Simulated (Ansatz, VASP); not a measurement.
**Ni (Ni(111)) in two plane-wave programs**

One calculation is typed for both programs; each brings its own data sets and cutoff. How far apart do they land?

Main program and level: Ansatz 0.2.0; plane waves, with VASP 6.6.1 beside it; band structure at PBE.

**1. The structure**

The cell holds 7 atoms: 7 Ni. Cell: a = 2.489 Å, b = 2.489 Å, c = 30.194 Å, α = 90.0°, β = 90.0°, γ = 60.0°. Vacuum lies along c.

**2. Ansatz: band structure, PBE**

Ansatz runs on its default PAW (the set named soft_2) files.

A single point gives forces, pressure and levels at one fixed geometry, so differences don't come from the geometry; what else differs is listed under the comparison.

input.yaml

```yaml
crystal:
  lattice:
    - [2.4890158698, 0.0, 0.0]
    - [1.2445079349, 2.1555509736, 0.0]
    - [0.0, 0.0, 30.1936376853]
  atoms:
    - { symbol: Ni, position: [0.0, 0.0, 0.2980760415], spin: 1.0 }
    - { symbol: Ni, position: [0.3333333333, 0.3333333333, 0.3653840277], spin: 1.0 }
    - { symbol: Ni, position: [0.6666666667, 0.6666666667, 0.4326920138], spin: 1.0 }
    - { symbol: Ni, position: [0.0, 0.0, 0.5], spin: 1.0 }
    - { symbol: Ni, position: [0.3333333333, 0.3333333333, 0.5673079862], spin: 1.0 }
    - { symbol: Ni, position: [0.6666666667, 0.6666666667, 0.6346159723], spin: 1.0 }
    - { symbol: Ni, position: [0.0, 0.0, 0.7019239585], spin: 1.0 }
hamiltonian:
  xc: pbe
  pseudopotentials: { kind: paw }
magnetization:
  spin_polarized: true
kpoints:
  mp_grid: { grid: [21, 21, 1] }
  band_path:
    path:
      - [0.0, 0.0, 0.0]
      - [0.0, -0.03846, 0.0]
      - [0.0, -0.07692, 0.0]
      - [0.0, -0.15385, 0.0]
      - [0.0, -0.19231, 0.0]
      - [0.0, -0.26923, 0.0]
      - [0.0, -0.30769, 0.0]
      - [0.0, -0.34615, 0.0]
      - [0.0, -0.42308, 0.0]
      - [0.0, -0.46154, 0.0]
      - [0.0, -0.5, 0.0]
      - [0.02564, -0.48718, 0.0]
      - [0.05128, -0.47436, 0.0]
      - [0.10256, -0.44872, 0.0]
      - [0.12821, -0.4359, 0.0]
      - [0.17949, -0.41026, 0.0]
      - [0.20513, -0.39744, 0.0]
      - [0.25641, -0.37179, 0.0]
      - [0.28205, -0.35897, 0.0]
      - [0.30769, -0.34615, 0.0]
      - [0.33333, -0.33333, 0.0]
      - [0.30769, -0.30769, 0.0]
      - [0.25641, -0.25641, 0.0]
      - [0.23077, -0.23077, 0.0]
      - [0.20513, -0.20513, 0.0]
      - [0.15385, -0.15385, 0.0]
      - [0.12821, -0.12821, 0.0]
      - [0.07692, -0.07692, 0.0]
      - [0.05128, -0.05128, 0.0]
      - [0.0, 0.0, 0.0]
    npoints: 1
scf:
  occupations: { method: fermi_dirac, width: 0.1 }
  n_extra_bands: 14
efield:
  axis: 3
  dipole_correction: true
  ramp_width: 0.04
output:
  forces: true
  eigenvalues: true
  write_density: true
  write_potential: true
  elf: true
  volumetric_format: npy
```

Run with:

```console
ansatz run input.yaml --threads 4 --pin off --max-ram 9216MiB --backend cpu --events-out ev --progress --plain --runs-dir out
```

Numbers of over 12 decimals in the logs are rounded to 6 here.

Output:

```text
Warning: the band count 77 (scf.n_extra_bands) hosts the net moment |M| = 7.0000 μB (N_el = 126) but caps the reachable moment at 2·n_bands − N_el = 28.0000 μB, below the 80 bands that the automatic rule leaves for it — a moment growing past the seed, or the majority channel's smearing tail, pins there with fewer empty majority states than that count leaves; raise or omit scf.n_extra_bands unless the cap is intended
scf.n_extra_bands = 14 over 63 filled bands (N_el = 126.0): the run solves 77 bands
Engine: ansatz 0.2.0, x86_64-unknown-linux-gnu
Pseudopotentials: kind: paw
Pseudopotential: Ni, paw, valence charge 18, recommended cutoff 420 eV (normal), Ni.paw.azcp
Functional definition: PBE
  parameter kappa = 0.804
  parameter beta = 0.066725
  exchange = pbe_x(kappa = kappa, mu = beta*pi^2/3)
  correlation = pbe_c(beta = beta)
Crystal: 7 atoms, lattice volume = 161.995 Å³
Basis set: ecut = 420 eV, 3035 PW (Γ), exchange–correlation on 36×36×432 points (8 copies of the dense FFT grid, shifted against one another)
Bands: 77, of which v1, the nominal top of the filled ones, is band 63 counted from 1 (62 counted from 0)
Symmetry: 6 space group operations
k-points: 48 of 441 (time reversal used)
Non-local potential: Ni, projectors of the file, l = 0: 3, l = 1: 2, l = 2: 3, l = 3: 1
PAW form: soft (Blöchl's): semilocal exchange-correlation on the pseudo side does not see the compensation charge
PAW one-centre angular grid: Ni, 590 points (default); XC on 64 Gauss nodes
Initial density: superposition of atomic densities (neutral atoms: chi_scale 0, normalization atom)
Starting moments: Σ|m| = 7 μB on 7 of 7 sites
Initial wavefunctions: pseudopotential atomic-orbital guess
Functional: x = pbe(κ = 0.804, μ = 0.219515), c = pbe(β = 0.066725)
SCF iter   1: F=—  HF=-40870.771954 eV  |F-HF|=—  |Δ(HF+E_count)|=         —  Δρ=2.56e-2 (↑2.01e-2 ↓2.56e-2)  dr2=4.96e0  dr2_m=1.09e-1  M=6.000 μB ∫|m|=6.375 μB  β_m=1.00  ethr=3.10e-3  p=0.000 e·Å  D=6.08e-13 V/Å  ΔV_dip=-0.00 eV  dr2_dipole=2.13e-7  V_vac-E_F(+/−)=7.26/7.26 eV  ⟨swp⟩=9.1  Hψ=33942  notcnv=0  defer=111
Mixer restart at iter 1: flushing history
efield: sawtooth ramp at fractional position 0.9800 (placed from the atoms, in the widest stretch of the axis that holds none; the zero of the levels goes with the place), width 0.0400; the density the first Hamiltonian is built on has a dipole p = 0.000 e·Å; the dipole correction subtracts the counter field D = 6.08e-13 V/Å, which shifts the + side's vacuum level by -0.00 eV against the − side's; the planar-averaged density in the ramp window peaks in size at 1.4e-5 e/Å³
preconditioner: auto → LDOS  [metal: Δε(μ)=0.009 eV  Ē_g=6.966 eV  σ=0.100 eV  W_gap=0.02  n_scr=24 (ndim 8)  ℏωp=24.4 eV  f_vac=0.492  D(μ)=11.92/eV (n_scr^D=160)]
spin=Collinear: LDOS preconditioning applied to the charge; magnetization (m = ρ↑ − ρ↓) channel mixes plain (no charge-response kernel on spin).
SCF iter   2: F=—  HF=-40871.420199 eV  |F-HF|=—  |Δ(HF+E_count)|=   6.48e-1  Δρ=1.51e-2 (↑9.81e-3 ↓1.51e-2)  dr2=6.55e-1  dr2_m=3.12e-2  M=5.490 μB ∫|m|=6.160 μB  β_m=0.29  ethr=3.10e-3  p=-0.000 e·Å  D=-3.39e-7 V/Å  ΔV_dip=0.00 eV  dr2_dipole=4.64e-8  V_vac-E_F(+/−)=6.41/6.41 eV  ⟨swp⟩=2.3  Hψ=12377  notcnv=0  defer=245
density mixer auto → msr1: a metal under ldos (density of states about μ 3.58 of a free-electron gas's, 24 screened modes)
SCF iter   3: F=—  HF=-40873.488914 eV  |F-HF|=—  |Δ(HF+E_count)|=    2.07e0  Δρ=1.15e-2 (↑4.97e-3 ↓1.15e-2)  dr2=2.01e-1  dr2_m=4.80e-2  M=5.361 μB ∫|m|=6.021 μB  β_m=0.58  ethr=5.20e-4  p=-0.000 e·Å  D=-6.67e-7 V/Å  ΔV_dip=0.00 eV  dr2_dipole=7.30e-9  V_vac-E_F(+/−)=6.04/6.04 eV  ⟨swp⟩=2.6  Hψ=11783  notcnv=0  defer=247
SCF iter   4: F=—  HF=-40876.383468 eV  |F-HF|=—  |Δ(HF+E_count)|=    2.89e0  Δρ=1.60e-2 (↑3.81e-3 ↓1.60e-2)  dr2=2.84e-1  dr2_m=9.63e-2  M=4.845 μB ∫|m|=5.529 μB  β_m=0.45  ethr=1.60e-4  p=-0.000 e·Å  D=-8.03e-7 V/Å  ΔV_dip=0.00 eV  dr2_dipole=4.81e-9  V_vac-E_F(+/−)=5.43/5.43 eV  ⟨swp⟩=3.4  Hψ=15287  notcnv=0  defer=233
SCF iter   5: F=—  HF=-40876.813544 eV  |F-HF|=—  |Δ(HF+E_count)|=   4.30e-1  Δρ=6.36e-3 (↑4.14e-3 ↓6.36e-3)  dr2=6.47e-2  dr2_m=2.66e-2  M=4.719 μB ∫|m|=5.360 μB  β_m=0.69  ethr=1.60e-4  p=-0.000 e·Å  D=-2.11e-6 V/Å  ΔV_dip=0.00 eV  dr2_dipole=6.50e-10  V_vac-E_F(+/−)=5.29/5.29 eV  ⟨swp⟩=2.3  Hψ=13388  notcnv=0  defer=233
SCF iter   6: F=—  HF=-40876.956602 eV  |F-HF|=—  |Δ(HF+E_count)|=   1.43e-1  Δρ=5.57e-3 (↑3.65e-3 ↓5.57e-3)  dr2=6.53e-2  dr2_m=8.57e-3  M=4.565 μB ∫|m|=5.222 μB  β_m=0.66  ethr=5.14e-5  p=0.000 e·Å  D=2.17e-6 V/Å  ΔV_dip=-0.00 eV  dr2_dipole=2.09e-8  V_vac-E_F(+/−)=5.15/5.15 eV  ⟨swp⟩=2.7  Hψ=15822  notcnv=0  defer=260
SCF iter   7: F=—  HF=-40876.944021 eV  |F-HF|=—  |Δ(HF+E_count)|=   1.26e-2  Δρ=2.38e-3 (↑8.93e-4 ↓2.38e-3)  dr2=1.13e-2  dr2_m=1.52e-3  M=4.529 μB ∫|m|=5.192 μB  β_m=0.56  ethr=5.14e-5  p=-0.000 e·Å  D=-4.65e-7 V/Å  ΔV_dip=0.00 eV  dr2_dipole=7.78e-9  V_vac-E_F(+/−)=5.13/5.13 eV  ⟨swp⟩=2.0  Hψ=11758  notcnv=0  defer=260
SCF iter   8: F=—  HF=-40876.941553 eV  |F-HF|=—  |Δ(HF+E_count)|=   2.47e-3  Δρ=4.30e-4 (↑2.69e-4 ↓4.30e-4)  dr2=4.44e-4  dr2_m=7.92e-5  M=4.516 μB ∫|m|=5.182 μB  β_m=0.75  ethr=8.94e-6  p=0.000 e·Å  D=8.55e-8 V/Å  ΔV_dip=-0.00 eV  dr2_dipole=5.66e-9  V_vac-E_F(+/−)=5.07/5.07 eV  ⟨swp⟩=2.3  Hψ=12025  notcnv=0  defer=260
SCF iter   9: F=—  HF=-40876.942141 eV  |F-HF|=—  |Δ(HF+E_count)|=   5.88e-4  Δρ=2.49e-4 (↑1.14e-4 ↓2.49e-4)  dr2=1.99e-4  dr2_m=1.40e-5  M=4.522 μB ∫|m|=5.192 μB  β_m=0.64  ethr=3.52e-7  p=-0.000 e·Å  D=-2.70e-7 V/Å  ΔV_dip=0.00 eV  dr2_dipole=6.89e-9  V_vac-E_F(+/−)=5.07/5.07 eV  ⟨swp⟩=3.1  Hψ=14737  notcnv=0  defer=260
SCF iter  10: F=—  HF=-40876.942112 eV  |F-HF|=—  |Δ(HF+E_count)|=   2.89e-5  Δρ=1.49e-4 (↑1.04e-4 ↓1.49e-4)  dr2=5.51e-5  dr2_m=6.44e-6  M=4.523 μB ∫|m|=5.194 μB  β_m=0.64  ethr=1.58e-7  p=0.000 e·Å  D=1.68e-7 V/Å  ΔV_dip=-0.00 eV  dr2_dipole=2.34e-10  V_vac-E_F(+/−)=5.07/5.07 eV  ⟨swp⟩=2.0  Hψ=10817  notcnv=0  defer=260
SCF iter  11: F=—  HF=-40876.942116 eV  |F-HF|=—  |Δ(HF+E_count)|=   4.26e-6  Δρ=4.83e-5 (↑3.10e-5 ↓4.83e-5)  dr2=1.91e-6  dr2_m=1.70e-6  M=4.524 μB ∫|m|=5.195 μB  β_m=0.80  ethr=4.37e-8  p=-0.000 e·Å  D=-1.85e-7 V/Å  ΔV_dip=0.00 eV  dr2_dipole=1.61e-10  V_vac-E_F(+/−)=5.07/5.07 eV  ⟨swp⟩=2.0  Hψ=10579  notcnv=0  defer=260
SCF iter  12: F=—  HF=-40876.942117 eV  |F-HF|=—  |Δ(HF+E_count)|=   1.14e-6  Δρ=2.69e-5 (↑1.71e-5 ↓2.69e-5)  dr2=1.97e-6  dr2_m=1.29e-7  M=4.524 μB ∫|m|=5.196 μB  β_m=0.71  ethr=1.52e-9  p=0.000 e·Å  D=3.66e-7 V/Å  ΔV_dip=-0.00 eV  dr2_dipole=6.28e-10  V_vac-E_F(+/−)=5.07/5.07 eV  ⟨swp⟩=2.9  Hψ=15767  notcnv=0  defer=260
SCF iter  13: F=—  HF=-40876.942117 eV  |F-HF|=—  |Δ(HF+E_count)|=   2.65e-9  Δρ=1.90e-5 (↑1.08e-5 ↓1.90e-5)  dr2=8.11e-7  dr2_m=5.38e-8  M=4.524 μB ∫|m|=5.196 μB  β_m=0.60  ethr=1.52e-9  p=-0.000 e·Å  D=-3.66e-7 V/Å  ΔV_dip=0.00 eV  dr2_dipole=2.01e-10  V_vac-E_F(+/−)=5.07/5.07 eV  ⟨swp⟩=2.4  Hψ=13069  notcnv=0  defer=260
SCF iter  14: F=—  HF=-40876.942117 eV  |F-HF|=—  |Δ(HF+E_count)|=   2.13e-7  Δρ=4.40e-6 (↑1.90e-6 ↓4.40e-6)  dr2=2.25e-8  dr2_m=1.21e-8  M=4.524 μB ∫|m|=5.196 μB  β_m=0.74  ethr=6.44e-10  p=0.000 e·Å  D=1.87e-7 V/Å  ΔV_dip=-0.00 eV  dr2_dipole=1.45e-12  V_vac-E_F(+/−)=5.07/5.07 eV  ⟨swp⟩=2.1  Hψ=10745  notcnv=0  defer=260
SCF iter  15: F=—  HF=-40876.942117 eV  |F-HF|=—  |Δ(HF+E_count)|=   1.85e-8  Δρ=5.07e-6 (↑2.08e-6 ↓5.07e-6)  dr2=1.42e-7  dr2_m=4.38e-9  M=4.524 μB ∫|m|=5.196 μB  β_m=0.74  ethr=1.78e-11  p=-0.000 e·Å  D=-4.75e-7 V/Å  ΔV_dip=0.00 eV  dr2_dipole=3.24e-8  V_vac-E_F(+/−)=5.07/5.07 eV  ⟨swp⟩=3.2  Hψ=15809  notcnv=0  defer=260
SCF iter  16: F=-40876.942117 eV  HF=-40876.942117 eV  |F-HF|=6.58e-8  |Δ(HF+E_count)|=   3.97e-9  Δρ=4.06e-6 (↑2.24e-6 ↓4.06e-6)  dr2=5.68e-8  dr2_m=1.48e-9  M=4.524 μB ∫|m|=5.196 μB  ethr=1.78e-11  p=0.000 e·Å  D=6.25e-7 V/Å  ΔV_dip=-0.00 eV  dr2_dipole=1.09e-8  V_vac-E_F(+/−)=5.07/5.07 eV  ⟨swp⟩=15.6  Hψ=61871  notcnv=0
SCF 1 converged in 16 iterations: F = -40876.942117 eV  dr2 = 5.68e-8
  greatest PAW one-centre occupation: 1.001 electrons in one spin orbital (limit 2), on the Ni atom at site 6 (counted from 0), in its partial waves of l = 1
WARN: The output density's exchange-correlation potential varies sharply where the density is thin. Do not read a vacuum level from v_tot or v_xc, or from such a field of the output density. On a cell that repeats whose density bears no net charge and no dipole along the vacuum's axis use v_es (v_loc + v_h of the components); under efield.dipole_correction with no amplitude use v_es + v_field, which holds any externa [...]
NSCF: frozen V_eff on 30 k-points
efield: sawtooth ramp at fractional position 0.9800 (kept from the solve that this one continues, or follows in the run), width 0.0400; the density the first Hamiltonian is built on has a dipole p = 0.000 e·Å; the dipole correction subtracts the counter field D = 6.25e-7 V/Å, which shifts the + side's vacuum level by -0.00 eV against the − side's; the planar-averaged density in the ramp window peaks in size at 8.6e-6 e/Å³
SCF converged after 16 iterations
Magnetization: 4.5237 μB (65.2618 up, 60.7382 down)
Absolute magnetization: 5.2014 μB (∫|ρ↑−ρ↓|, with the PAW one-centre terms)
Spin contamination: 0.0625 ħ² per cell (⟨S²⟩ above its minimum at these occupations)
Per-site moments (μB) at R_I (Å): [(0.707464, 1.026719), (0.704851, 1.026719), (0.663462, 1.026719), (0.654669, 1.026719), (0.663474, 1.026719), (0.704867, 1.026719), (0.707479, 1.026719)]
Free energy (F): -40876.942117 eV
Harris-Foulkes:  -40876.942117 eV  (|F-HF|=6.58e-8)
Internal energy: -40876.548837 eV  (E = F + TS)
E sigma→0 (E₀):  -40876.745477 eV
Entropy (-TS):   -0.393280 eV (-56.183 meV/atom)
Fermi energy:    5.908652 eV
Dipole field:    D = 0.000157 V/Å  (p = 0.000140 e·Å, saw-weighted, corrected)
Work function:   Φ+ = 5.0634 eV   Φ− = 5.0681 eV
Levels:          The Fermi level and band energies are counted from a zero that moves with the ramp; work functions are not
--- Per-component energies (eV) ---
  E_band       = -3524.158836
  E_kinetic    = 1972.033144
  E_local      = -406233.879062  (includes V_loc(G=0)·N_el)
  E_nonlocal   = 4454.480925
  E_hartree    = 200364.044054
  E_xc         = -590.484992
  E_vxc        = -761.139756  (∫ρ·V_xc dr)
  E_paw        = -11412.049853  (= ΣΔE_a)
  E_vpaw       = -3683.754673  (= ΣTr[D̂ρ^β])
  E_aug_tail   = 0.003804  (compensation charges beyond the density's cutoff)
  E_efield     = 0.000000  (sawtooth field / dipole correction)
  E_vefield    = 0.000000  (∫n·V_field dr)
  E_ewald      = 170569.303144
  E_smearing   = -0.393280  (= −TS)
  E_closure    = -0.000000  (closes the sum)
  Σ components = -40876.942117   (vs F -40876.942117, Δ=0.00e0)
--- Forces (eV/Å), atoms counted from 1 ---
  atom   1  Ni     0.00000000     0.00000000     0.14571325
  atom   2  Ni    -0.00000000    -0.00000000    -0.12921636
  atom   3  Ni    -0.00000000     0.00000000    -0.02365148
  atom   4  Ni     0.00000000     0.00000000     0.00001481
  atom   5  Ni     0.00000000    -0.00000000     0.02366786
  atom   6  Ni     0.00000000     0.00000000     0.12921318
  atom   7  Ni    -0.00000000    -0.00000000    -0.14576021
  max |Σ_I F_I| component: 1.89e-5 eV/Å
--- Band table (eV; the first three rows and the last of 96) ---
  k-point 0 ↑: bands = [... 59 lower, 4.6700, 4.6700, 4.8421, 4.8421, 5.0670, 5.0670, 5.2201, 5.2201, ... 10 higher]
  k-point 1 ↑: bands = [... 59 lower, 4.6914, 4.7018, 4.8466, 4.8921, 4.9732, 5.0226, 5.0682, 5.2210, ... 10 higher]
  k-point 2 ↑: bands = [... 59 lower, 4.6353, 4.6883, 4.7171, 4.8023, 4.8577, 5.0710, 5.1290, 5.2236, ... 10 higher]
  k-point 47 ↓: bands = [... 59 lower, 5.9215, 6.0189, 6.0189, 6.0197, 10.8940, 10.9044, 10.9044, 10.9784, ... 10 higher]
```

Run time: 48 s. Hardware: 4 threads of Intel Xeon Platinum 8488C (Sapphire Rapids), shared host; peak memory 1.2 GiB; 3.1 min of CPU time.

In the SCF lines HF is the Harris–Foulkes energy and dr2 the Hartree energy of the density residual, in eV; the loop may stop once dr2 is under the threshold and the program's other checks hold. Hψ counts applications of the Hamiltonian.

[end of part 1 of 2]

[Lines on the potential files, build, host, timing and source positions are cut from VASP's logs without a mark.]

[Logs are printed without paths, hosts, clocks, repeated set-up lines and the standing remarks that a program may print on its own settings, such as how far it seeks lower states.]

[Hosts, paths, dates, database ids (printed as entryN), source tags and the programs' standing remarks are cut or masked in the printed files.]
